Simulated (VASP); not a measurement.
**From one sheet to two: 1T-PtS2 monolayer**

Aim: relax 1T-PtS2 monolayer, place its levels against the vacuum, then find how two sheets stack and bind.

Method: r2SCAN with rVV10; plane waves and PAW (Pt, S), in the first sound run; inputs show where later runs differ, in VASP 6.6.1.

## 1. The structure

The cell holds 3 atoms: 1 Pt and 2 S. Its edges and angles: a = 3.570 Å, b = 3.570 Å, c = 22.000 Å, α = 90.0°, β = 90.0°, γ = 120.0°. Vacuum lies along c.

Coordinates:

```cif
data_structure
_symmetry_space_group_name_H-M 'P 1'
_symmetry_Int_Tables_number 1
_cell_length_a 3.5700
_cell_length_b 3.5700
_cell_length_c 22.0000
_cell_angle_alpha 90.000
_cell_angle_beta 90.000
_cell_angle_gamma 120.000
_cell_volume 242.82
loop_
_atom_site_label
_atom_site_type_symbol
_atom_site_fract_x
_atom_site_fract_y
_atom_site_fract_z
_atom_site_occupancy
Pt1 Pt 0.00000 0.00000 0.50000 1
S2 S 0.33333 0.66667 0.44091 1
S3 S 0.66667 0.33333 0.55909 1
```

## 2. Relaxing the monolayer

The sheet's cell relaxes in its plane with the atoms, while the vacuum is kept.

Input file INCAR:

```
SYSTEM = PtS2
PREC = Normal
ENCUT = 350
EDIFF = 1E-06
NELM = 120
ISMEAR = 0
SIGMA = 0.03
LREAL = .FALSE.
ALGO = Normal
METAGGA = R2SCAN
LUSE_VDW = .TRUE.
IVDW_NL = 2
BPARAM = 11.95
CPARAM = 0.0093
LASPH = .TRUE.
NBANDS = 17
LORBIT = 11
LWAVE = .FALSE.
LCHARG = .FALSE.
KPAR = 4
IBRION = 2
NSW = 50
ISIF = 3
EDIFFG = -0.015
POTIM = 0.4
IDIPOL = 3
LDIPOL = .TRUE.
DIPOL = 0.5 0.5 0.5
LATTICE_CONSTRAINTS = .TRUE. .TRUE. .FALSE.
```

Input file POSCAR:

```
PtS2
1.0
    3.5700000000      0.0000000000      0.0000000000
   -1.7850000000      3.0917106915      0.0000000000
    0.0000000000      0.0000000000     22.0000000000
Pt S
1 2
Direct
    0.0000000000      0.0000000000      0.5000000000
    0.3333333333      0.6666666667      0.4409090909
    0.6666666667      0.3333333333      0.5590909091
```

Input file KPOINTS:

```
Automatic mesh
0
Gamma
12 12 1
0 0 0
```

Potentials, in the order of the species: Pt and S (PBE family, release 64).

Started as:

```sh
mpirun -np 4 vasp_std
```

The program printed:

```text
[banner, memory and clock lines left out]
running    4 mpi-ranks, on    1 nodes
 distrk:  each k-point on    1 cores,    4 groups
 distr:  one band on    1 cores,    1 groups

 POSCAR found type information on POSCAR PtS
 POSCAR found :  2 types and       3 ions
|                                                                             |
|               ----> ADVICE to this user running VASP <----                  |
|                                                                             |
|     You have switched on vdW-DFT.                                           |
|     This routine was written and supplied by Jiri Klimes. We recommend      |
|     that you carefully read and cite the following publications:            |
|       J. Klimes, D.R. Bowler, A. Michelides                                 |
|          J. Phys.: Cond Matt. 22 022201 (2010)                              |
|       J. Klimes, D.R. Bowler, A. Michelides                                 |
|          Phys. Rev. B. 83, 195131 (2011)                                    |
|     and references therein.                                                 |
|                                                                             |

|                                                                             |
|               ----> ADVICE to this user running VASP <----                  |
|                                                                             |
|     You enforced a specific xc type in the INCAR file but a different       |
|     [... a line on the potential file left out ...]
|     I HOPE YOU KNOW WHAT YOU ARE DOING!                                     |
|                                                                             |

 LDA part: xc-table for (None), standard interpolation
 POSCAR, INCAR and KPOINTS ok, starting setup
 FFT: planning ... GRIDC
 FFT: planning ... GRID_SOFT
 FFT: planning ... GRID
 WAVECAR not read
 entering main loop
       N       E                     dE             d eps       ncg     rms          rms(c)
Total rVV10 correction in eV:      0.6455405    25.2608278
Total rVV10 correction in eV:      0.6455405    25.2608278
Total rVV10 correction in eV:      0.6455405    25.2608278
Total rVV10 correction in eV:      0.6455405    25.2608278
DAV:   1     0.899212861486E+02    0.89921E+02   -0.63526E+03   654   0.700E+02
DAV:   2    -0.607118174106E+02   -0.15063E+03   -0.14465E+03   962   0.164E+02
DAV:   3    -0.749468989194E+02   -0.14235E+02   -0.14136E+02   784   0.628E+01
DAV:   4    -0.752043279300E+02   -0.25743E+00   -0.25703E+00   873   0.980E+00
DAV:   5    -0.752091125098E+02   -0.47846E-02   -0.47838E-02   896   0.129E+00    0.162E+01
Total rVV10 correction in eV:      0.6440485    25.2700786
Total rVV10 correction in eV:      0.6440485    25.2700786
Total rVV10 correction in eV:      0.6440485    25.2700786
Total rVV10 correction in eV:      0.6440485    25.2700786
DAV:   6    -0.684539452054E+02    0.67552E+01   -0.11562E+01   769   0.311E+01    0.123E+01
Total rVV10 correction in eV:      0.6456658    25.2644527
Total rVV10 correction in eV:      0.6456658    25.2644527
Total rVV10 correction in eV:      0.6456658    25.2644527
Total rVV10 correction in eV:      0.6456658    25.2644527
DAV:   7    -0.680662760928E+02    0.38767E+00   -0.21405E+00   752   0.152E+01    0.532E+00
Total rVV10 correction in eV:      0.6484473    25.2621719
Total rVV10 correction in eV:      0.6484473    25.2621719
Total rVV10 correction in eV:      0.6484473    25.2621719
Total rVV10 correction in eV:      0.6484473    25.2621719
DAV:   8    -0.680996574697E+02   -0.33381E-01   -0.14612E-01   768   0.256E+00    0.128E+00
Total rVV10 correction in eV:      0.6500720    25.2614526
Total rVV10 correction in eV:      0.6500720    25.2614526
Total rVV10 correction in eV:      0.6500720    25.2614526
Total rVV10 correction in eV:      0.6500720    25.2614526
DAV:   9    -0.680860234845E+02    0.13634E-01   -0.42583E-02   714   0.218E+00    0.285E-01
Total rVV10 correction in eV:      0.6505399    25.2611644
Total rVV10 correction in eV:      0.6505399    25.2611644
Total rVV10 correction in eV:      0.6505399    25.2611644
Total rVV10 correction in eV:      0.6505399    25.2611644
DAV:  10    -0.680871428033E+02   -0.11193E-02   -0.61832E-03   734   0.506E-01    0.242E-01
Total rVV10 correction in eV:      0.6509012    25.2609826
Total rVV10 correction in eV:      0.6509012    25.2609826
Total rVV10 correction in eV:      0.6509012    25.2609826
Total rVV10 correction in eV:      0.6509012    25.2609826
DAV:  11    -0.680875300284E+02   -0.38723E-03   -0.45507E-04   727   0.144E-01    0.151E-01
Total rVV10 correction in eV:      0.6514208    25.2608996
Total rVV10 correction in eV:      0.6514208    25.2608996
Total rVV10 correction in eV:      0.6514208    25.2608996
Total rVV10 correction in eV:      0.6514208    25.2608996
DAV:  12    -0.680875708311E+02   -0.40803E-04   -0.23166E-04   704   0.136E-01    0.149E-01
Total rVV10 correction in eV:      0.6514304    25.2608711
Total rVV10 correction in eV:      0.6514304    25.2608711
Total rVV10 correction in eV:      0.6514304    25.2608711
Total rVV10 correction in eV:      0.6514304    25.2608711
DAV:  13    -0.680875606788E+02    0.10152E-04   -0.15011E-04   710   0.686E-02    0.396E-02
Total rVV10 correction in eV:      0.6514378    25.2608592
Total rVV10 correction in eV:      0.6514378    25.2608592
Total rVV10 correction in eV:      0.6514378    25.2608592
Total rVV10 correction in eV:      0.6514378    25.2608592
DAV:  14    -0.680875669038E+02   -0.62250E-05   -0.71566E-06   938   0.184E-02    0.204E-02
Total rVV10 correction in eV:      0.6514427    25.2608554
Total rVV10 correction in eV:      0.6514427    25.2608554
Total rVV10 correction in eV:      0.6514427    25.2608554
Total rVV10 correction in eV:      0.6514427    25.2608554
DAV:  15    -0.680875683788E+02   -0.14750E-05   -0.65615E-07   534   0.897E-03    0.208E-02
Total rVV10 correction in eV:      0.6515084    25.2608272
Total rVV10 correction in eV:      0.6515084    25.2608272
Total rVV10 correction in eV:      0.6515084    25.2608272
Total rVV10 correction in eV:      0.6515084    25.2608272
DAV:  16    -0.680875799505E+02   -0.11572E-04   -0.11565E-05   716   0.186E-02    0.165E-02
Total rVV10 correction in eV:      0.6515032    25.2608274
Total rVV10 correction in eV:      0.6515032    25.2608274
Total rVV10 correction in eV:      0.6515032    25.2608274
Total rVV10 correction in eV:      0.6515032    25.2608274
DAV:  17    -0.680875791110E+02    0.83950E-06   -0.58945E-07   644   0.546E-03
Total rVV10 correction in eV:      0.6514922    25.2608385
Total rVV10 correction in eV:      0.6514922    25.2608385
Total rVV10 correction in eV:      0.6514922    25.2608385
Total rVV10 correction in eV:      0.6514922    25.2608385
Total rVV10 correction in eV:      0.6514982    25.2608271
Total rVV10 correction in eV:      0.6514982    25.2608271
Total rVV10 correction in eV:      0.6514982    25.2608271
Total rVV10 correction in eV:      0.6514982    25.2608271
   1 F= -.68087579E+02 E0= -.68087579E+02  d E =-.680876E+02
 curvature:   0.00 expect dE= 0.000E+00 dE for cont linesearch  0.000E+00
 trial: gam= 0.00000 g(F)=  0.729E-01 g(S)=  0.211E+00 ort = 0.000E+00 (trialstep = 0.100E+01)
 search vector abs. value=  0.284E+00
 bond charge predicted
       N       E                     dE             d eps       ncg     rms          rms(c)
Total rVV10 correction in eV:      0.6483501    25.2608413
Total rVV10 correction in eV:      0.6483501    25.2608413
Total rVV10 correction in eV:      0.6483501    25.2608413
Total rVV10 correction in eV:      0.6483501    25.2608413
DAV:   1    -0.686411105018E+02   -0.55353E+00   -0.24680E+01   714   0.373E+01    0.690E+00
Total rVV10 correction in eV:      0.6387847    25.2626532
Total rVV10 correction in eV:      0.6387847    25.2626532
Total rVV10 correction in eV:      0.6387847    25.2626532
Total rVV10 correction in eV:      0.6387847    25.2626532
DAV:   2    -0.682052413031E+02    0.43587E+00   -0.21623E+00   807   0.135E+01    0.369E+00
Total rVV10 correction in eV:      0.6340324    25.2615287
Total rVV10 correction in eV:      0.6340324    25.2615287
Total rVV10 correction in eV:      0.6340324    25.2615287
Total rVV10 correction in eV:      0.6340324    25.2615287
DAV:   3    -0.681290842215E+02    0.76157E-01   -0.14810E-01   742   0.336E+00    0.159E+00
Total rVV10 correction in eV:      0.6303508    25.2612749
Total rVV10 correction in eV:      0.6303508    25.2612749
Total rVV10 correction in eV:      0.6303508    25.2612749
Total rVV10 correction in eV:      0.6303508    25.2612749
DAV:   4    -0.681129839646E+02    0.16100E-01   -0.10139E-01   776   0.213E+00    0.654E-01
Total rVV10 correction in eV:      0.6304250    25.2612492
Total rVV10 correction in eV:      0.6304250    25.2612492
Total rVV10 correction in eV:      0.6304250    25.2612492
Total rVV10 correction in eV:      0.6304250    25.2612492
DAV:   5    -0.681132652485E+02   -0.28128E-03   -0.29660E-03   757   0.385E-01    0.473E-01
Total rVV10 correction in eV:      0.6301295    25.2610770
Total rVV10 correction in eV:      0.6301295    25.2610770
Total rVV10 correction in eV:      0.6301295    25.2610770
Total rVV10 correction in eV:      0.6301295    25.2610770
DAV:   6    -0.681136829392E+02   -0.41769E-03   -0.12178E-03   763   0.219E-01    0.194E-01
Total rVV10 correction in eV:      0.6301528    25.2609852
Total rVV10 correction in eV:      0.6301528    25.2609852
Total rVV10 correction in eV:      0.6301528    25.2609852
Total rVV10 correction in eV:      0.6301528    25.2609852
DAV:   7    -0.681138179203E+02   -0.13498E-03   -0.31147E-04   826   0.140E-01    0.525E-02
Total rVV10 correction in eV:      0.6300955    25.2609334
Total rVV10 correction in eV:      0.6300955    25.2609334
Total rVV10 correction in eV:      0.6300955    25.2609334
Total rVV10 correction in eV:      0.6300955    25.2609334
DAV:   8    -0.681138291679E+02   -0.11248E-04   -0.77022E-05   863   0.594E-02    0.399E-02
Total rVV10 correction in eV:      0.6301018    25.2609152
Total rVV10 correction in eV:      0.6301018    25.2609152
Total rVV10 correction in eV:      0.6301018    25.2609152
Total rVV10 correction in eV:      0.6301018    25.2609152
DAV:   9    -0.681138297057E+02   -0.53780E-06   -0.65549E-06   830   0.170E-02
Total rVV10 correction in eV:      0.6300734    25.2608414
Total rVV10 correction in eV:      0.6300734    25.2608414
Total rVV10 correction in eV:      0.6300734    25.2608414
Total rVV10 correction in eV:      0.6300734    25.2608414
Total rVV10 correction in eV:      0.6301002    25.2608897
Total rVV10 correction in eV:      0.6301002    25.2608897
Total rVV10 correction in eV:      0.6301002    25.2608897
Total rVV10 correction in eV:      0.6301002    25.2608897
   2 F= -.68113830E+02 E0= -.68113830E+02  d E =-.262506E-01
[...]
3 F= -.68170641E+02 E0= -.68170641E+02  d E =-.830618E-01
[...]
4 F= -.68170628E+02 E0= -.68170628E+02  d E =-.830489E-01
[...]
5 F= -.68174834E+02 E0= -.68174834E+02  d E =-.420620E-02
[...]
6 F= -.68179616E+02 E0= -.68179616E+02  d E =-.898796E-02
[...]
7 F= -.68179472E+02 E0= -.68179472E+02  d E =0.144272E-03
 trial-energy change:    0.000144  1 .order    0.000146   -0.000357    0.000648
 step:   0.4992(harm=  0.4992)  dis= 0.00046  next Energy=   -68.179679 (dE=-0.634E-04)
 bond charge predicted
       N       E                     dE             d eps       ncg     rms          rms(c)
Total rVV10 correction in eV:      0.6445219    25.2608455
Total rVV10 correction in eV:      0.6445219    25.2608455
Total rVV10 correction in eV:      0.6445219    25.2608455
Total rVV10 correction in eV:      0.6445219    25.2608455
DAV:   1    -0.681800898459E+02   -0.61823E-03   -0.17880E-02   674   0.102E+00    0.169E-01
Total rVV10 correction in eV:      0.6442791    25.2608485
Total rVV10 correction in eV:      0.6442791    25.2608485
Total rVV10 correction in eV:      0.6442791    25.2608485
Total rVV10 correction in eV:      0.6442791    25.2608485
DAV:   2    -0.681797496058E+02    0.34024E-03   -0.16217E-03   783   0.396E-01    0.113E-01
Total rVV10 correction in eV:      0.6441701    25.2608463
Total rVV10 correction in eV:      0.6441701    25.2608463
Total rVV10 correction in eV:      0.6441701    25.2608463
Total rVV10 correction in eV:      0.6441701    25.2608463
DAV:   3    -0.681796917499E+02    0.57856E-04   -0.89273E-05   648   0.892E-02    0.610E-02
Total rVV10 correction in eV:      0.6440245    25.2608475
Total rVV10 correction in eV:      0.6440245    25.2608475
Total rVV10 correction in eV:      0.6440245    25.2608475
Total rVV10 correction in eV:      0.6440245    25.2608475
DAV:   4    -0.681796756485E+02    0.16101E-04   -0.12133E-04   648   0.661E-02    0.202E-02
Total rVV10 correction in eV:      0.6440360    25.2608471
Total rVV10 correction in eV:      0.6440360    25.2608471
Total rVV10 correction in eV:      0.6440360    25.2608471
Total rVV10 correction in eV:      0.6440360    25.2608471
DAV:   5    -0.681796751512E+02    0.49732E-06   -0.57069E-06   657   0.171E-02
Total rVV10 correction in eV:      0.6440362    25.2608455
Total rVV10 correction in eV:      0.6440362    25.2608455
Total rVV10 correction in eV:      0.6440362    25.2608455
Total rVV10 correction in eV:      0.6440362    25.2608455
Total rVV10 correction in eV:      0.6440266    25.2608472
Total rVV10 correction in eV:      0.6440266    25.2608472
Total rVV10 correction in eV:      0.6440266    25.2608472
Total rVV10 correction in eV:      0.6440266    25.2608472
   8 F= -.68179675E+02 E0= -.68179675E+02  d E =-.592228E-04
 curvature:  -0.25 expect dE=-0.273E-06 dE for cont linesearch -0.150E-06
 trial: gam=-0.04569 g(F)=  0.103E-06 g(S)=  0.991E-06 ort = 0.123E-04 (trialstep = 0.122E+01)
 search vector abs. value=  0.497E-06
 reached required accuracy - stopping structural energy minimisation
```

The job ended after 6.2 min (4 MPI ranks of Intel Xeon Platinum 8259CL at 2.50GHz (Skylake/Cascade Lake), shared host; peak memory 1.2 GiB; 25 min of CPU time).

Lines that name or quote the potential files are left out of all logs, and their timing lines are given in words.

From OUTCAR (step 2):

```text
ion  position               nearest neighbor table
   1  0.000  0.000  0.500-   2 2.44   3 2.44   2 2.44   3 2.44   3 2.44   2 2.44
   2  0.333  0.667  0.441-   1 2.44   1 2.44   1 2.44
   3  0.667  0.333  0.559-   1 2.44   1 2.44   1 2.44

  LATTYP: Found a hexagonal cell.
 ALAT       =     3.5700000000
 C/A-ratio  =     6.1624649860

 Subroutine GETGRP returns: Found 12 space group operations
 (whereof 12 operations were pure point group operations)

The static configuration has the point symmetry D_3d.

 Found     19 irreducible k-points:

   k-points           NKPTS =     19   k-points in BZ     NKDIM =     19   number of bands    NBANDS=     17

   dimension x,y,z NGX =    16 NGY =   16 NGZ =  108
   dimension x,y,z NGXF=    32 NGYF=   32 NGZF=  216

   ENCUT  =  350.0 eV  25.72 Ry    5.07 a.u.   5.45  5.45 33.56*2*pi/ulx,y,z

   NELECT =      22.0000    total number of electrons

 k-points in reciprocal lattice and weights: Automatic mesh
   0.00000000  0.00000000  0.00000000       0.007
   0.08333333  0.00000000  0.00000000       0.042
   0.16666667  0.00000000  0.00000000       0.042
   0.25000000  0.00000000  0.00000000       0.042
   0.33333333  0.00000000  0.00000000       0.042
   0.41666667  0.00000000  0.00000000       0.042
   0.50000000  0.00000000  0.00000000       0.021
   0.08333333  0.08333333  0.00000000       0.042
   0.16666667  0.08333333  0.00000000       0.083
[...]
0.33333333  0.25000000  0.00000000       0.083
   0.33333333  0.33333333  0.00000000       0.014

 dipolmoment           0.000000      0.000000      0.000000 electrons x Angstroem

 average (electrostatic) potential at core
       1 -83.2914       2 -97.8286       3 -97.8286

 E-fermi :  -3.6723

 k-point     1 :       0.0000    0.0000    0.0000
  band No.  band energies     occupation
    ...
      7      -6.8460      2.00000
      8      -4.6821      2.00000
      9      -4.5323      2.00000
     10      -4.0079      2.00000
     11      -4.0079      2.00000
     12      -0.2986      0.00000
     13      -0.2986      0.00000
     14       2.3476      0.00000
     15       2.6053      0.00000
     16       3.0731      0.00000
    ...

 k-point     2 :       0.0833    0.0000    0.0000
  band No.  band energies     occupation
    ...
      7      -6.9219      2.00000
      8      -5.0514      2.00000
      9      -4.3946      2.00000
     10      -3.9650      2.00000
     11      -3.8707      2.00000
     12      -0.7333      0.00000
     13      -0.4204      0.00000
     14       2.5459      0.00000
     15       2.8117      0.00000
     16       3.2338      0.00000
    ...

 k-point     3 :       0.1667    0.0000    0.0000
  band No.  band energies     occupation
    ...
      7      -7.0737      2.00000
      8      -5.5950      2.00000
      9      -4.1244      2.00000
     10      -3.9477      2.00000
     11      -3.8281      2.00000
     12      -1.4927      0.00000
     13      -0.6470      0.00000
     14       3.0101      0.00000
     15       3.1896      0.00000
     16       3.6281      0.00000
    ...

  Total        0.0062059      0.0062059     -0.0757436     -0.0000000     -0.0000000      0.0000000
  in kB        0.0420305      0.0420305     -0.5129827     -0.0000000     -0.0000000      0.0000000
  external PRESSURE =      -0.1429739 kB  Pullay stress =       0.0000000 kB

  energy-cutoff  :      350.00
  volume of cell :      236.57
      direct lattice vectors                 reciprocal lattice vectors
     3.523709716 -0.000000000  0.000000000     0.283791822  0.163847285  0.000000000
    -1.761854858  3.051622129  0.000000000     0.000000000  0.327694570  0.000000000
     0.000000000  0.000000000 22.000000000     0.000000000  0.000000000  0.045454545

 POSITION                                       TOTAL-FORCE (eV/Angst)
 -----------------------------------------------------------------------------------
      0.00000      0.00000     11.00000        -0.000000      0.000000      0.000000
     -0.00000      2.03441      9.75308        -0.000000      0.000000      0.001154
      1.76185      1.01721     12.24692         0.000000     -0.000000     -0.001154
 -----------------------------------------------------------------------------------
    total drift:                                0.000000     -0.000000      0.000000

  FREE ENERGIE OF THE ION-ELECTRON SYSTEM (eV)
  ---------------------------------------------------
  free  energy   TOTEN  =       -68.1796751512 eV

  energy  without entropy=      -68.1796751512  energy(sigma->0) =      -68.17967515

 reached required accuracy - stopping structural energy minimisation

 vacuum level on the upper side and lower side of the slab         2.846         2.846

 total charge
# of ion       s       p       d       tot
------------------------------------------
    1        0.690   0.790   7.953   9.433
    2        1.347   2.300   0.000   3.647
    3        1.347   2.300   0.000   3.647
--------------------------------------------------
tot          3.385   5.390   7.953  16.728

[... 3 further parts left out ...]
```

CONTCAR:

```
PtS2
   1.00000000000000
     3.5237097155694301   -0.0000000000000000    0.0000000000000000
    -1.7618548577847151    3.0516221292351404    0.0000000000000000
     0.0000000000000000    0.0000000000000000   22.0000000000000000
  Pt              S
     1     2
Direct
     0.0000000000000000    0.0000000000000000    0.5000000000000000
     0.3333333332999970    0.6666666667000030    0.4433219620518787
     0.6666666667000030    0.3333333332999970    0.5566780379481212
```

The gap is read on the k-mesh alone, so it is an upper bound where the band edges lie off the mesh. The PAW data sets were made with PBE, which is usual practice but a small mismatch for other functionals. The run keeps the 12 symmetry operations of its start, so it cannot find a distortion of lower symmetry.

(Continued in part 2 of 9.)

[Lines on the potential files, build, host, timing and source positions are cut from VASP's logs without a mark.]

[Logs are printed without paths, hosts, clocks, repeated set-up lines and the standing remarks that a program may print on its own settings, such as how far it seeks lower states.]

[Hosts, paths, dates, database ids (printed as entryN), source tags and the programs' standing remarks are cut or masked in the printed files.]

[Runs that stopped without an error message from VASP are left out.]
